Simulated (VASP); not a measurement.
Calculation: PBE GGA, VASP's PBE PAW potentials (set 64) (plane waves; VASP 6.6.1).

A VASP calculation is set up with these files.

INCAR:
```
! general
SYSTEM  =  AlN
PREC    =  Accurate
ENCUT   =  520
LREAL   =  F
LASPH   =  T

! electronic loop
EDIFF   =  1E-7
NELM    =  100
ALGO    =  Normal

! smearing
ISMEAR  =  -5

! functional
GGA     =  PE

! ions
ISIF    =  2

! output
LWAVE   =  F
LCHARG  =  T
LORBIT  =  11
NEDOS   =  601
```

### KPOINTS
```
K-points
0
gamma
9 9 5
```

**POSCAR**
```
AlN
1.0
  1.5650905720  -2.7108163832   0.0000000000
  1.5650905720   2.7108163832   0.0000000000
  0.0000000000   0.0000000000   5.0117302543
Al N
2 2
Cartesian
  1.5650905720  -0.9036072683   2.5061118125
  1.5650905720   0.9036072683   0.0002466854
  1.5650905720  -0.9036072683   4.4200993989
  1.5650905720   0.9036072683   1.9142342718
```

POTCAR, in this order: Al N (PBE.64 set). Program: vasp_std.

Output

File OSZICAR:
```
       N       E                     dE             d eps       ncg     rms          rms(c)
DAV:   1     0.522262251966E+02    0.52226E+02   -0.75751E+03   864   0.119E+03
DAV:   2    -0.304701827275E+02   -0.82696E+02   -0.77718E+02  1292   0.226E+02
DAV:   3    -0.344270902498E+02   -0.39569E+01   -0.39408E+01  1120   0.531E+01
DAV:   4    -0.344605600359E+02   -0.33470E-01   -0.33457E-01   996   0.567E+00
DAV:   5    -0.344610479090E+02   -0.48787E-03   -0.48786E-03  1088   0.711E-01    0.121E+01
DAV:   6    -0.297730643109E+02    0.46880E+01   -0.17012E+01  1032   0.314E+01    0.421E+00
DAV:   7    -0.297915371565E+02   -0.18473E-01   -0.64102E-01   956   0.630E+00    0.287E+00
DAV:   8    -0.297848511146E+02    0.66860E-02   -0.79285E-02   992   0.296E+00    0.492E-01
DAV:   9    -0.297799496135E+02    0.49015E-02   -0.20880E-02  1092   0.108E+00    0.243E-01
DAV:  10    -0.297805142066E+02   -0.56459E-03   -0.23345E-03   988   0.370E-01    0.131E-01
DAV:  11    -0.297804454346E+02    0.68772E-04   -0.20438E-04  1048   0.115E-01    0.333E-02
DAV:  12    -0.297804473126E+02   -0.18780E-05   -0.84840E-06   928   0.298E-02    0.942E-03
DAV:  13    -0.297804470253E+02    0.28728E-06   -0.58823E-06  1060   0.180E-02    0.547E-03
DAV:  14    -0.297804470090E+02    0.16314E-07   -0.43303E-07   968   0.593E-03
   1 F= -.29780447E+02 E0= -.29780447E+02  d E =0.000000E+00
```

### OUTCAR
```
------------------------ aborting loop because EDIFF is reached ----------------------------------------
  FORCE on cell =-STRESS in cart. coord.  units (eV):
  Direction    XX          YY          ZZ          XY          YZ          ZX
  --------------------------------------------------------------------------------------
  Total       -0.0349570     -0.0349570      0.0439561      0.0000000      0.0000000      0.0000000
  in kB       -1.3170040     -1.3170040      1.6560456      0.0000000      0.0000000      0.0000000
  external PRESSURE =      -0.3259875 kB  Pullay stress =       0.0000000 kB
  volume of cell :       42.53
      direct lattice vectors                 reciprocal lattice vectors
     1.565090572 -2.710816383  0.000000000     0.319470329 -0.184446281  0.000000000
     1.565090572  2.710816383  0.000000000     0.319470329  0.184446281  0.000000000
     0.000000000  0.000000000  5.011730254     0.000000000  0.000000000  0.199531888
  FREE ENERGIE OF THE ION-ELECTRON SYSTEM (eV)
  ---------------------------------------------------
  free  energy   TOTEN  =       -29.7804470090 eV

  energy  without entropy=      -29.7804470090  energy(sigma->0) =      -29.78044701

 total charge

# of ion       s       p       d       tot
------------------------------------------
    1        0.366   0.431   0.000   0.797
    2        0.366   0.431   0.000   0.797
    3        1.222   2.627   0.000   3.849
    4        1.222   2.627   0.000   3.849
--------------------------------------------------
tot          3.175   6.116   0.000   9.291
```
(Selected blocks of OUTCAR.)

The compound is AlN in the wurtzite structure. It was relaxed first.
